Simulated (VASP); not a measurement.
```
Sb
1.0
    3.09448     0.00000     0.00000
    0.00000     3.09448     0.00000
    0.00000     0.00000     3.09448
Sb
1
Cartesian
  0.00000   0.00000   0.00000
```

These are r2SCAN meta-GGA, VASP's PBE PAW potentials (set 64) (plane waves; VASP) values and carry that method's errors. Run with 400 eV cut-off, 13×13×13 Γ-centred mesh, tetrahedra with Blöchl corrections, potentials Sb.

Unless said otherwise, spin-orbit coupling is left out, though it shifts the bands of the heavy elements here.

Problem. Predict the energy per atom (σ→0), band gap (over mesh and band path) with the smallest direct gap where there is one.

Solution. 
The band gap (over mesh and band path) is none (metal, semimetal or under 0.01 eV) and the energy per atom (σ→0) is -25.645 eV/atom.

Total energies compare only between runs with the same potentials, cut-off and functional.

The structure comes from a computed database's Sb entry (Pm-3m); how it stands against other phases isn't given here. It was relaxed first.
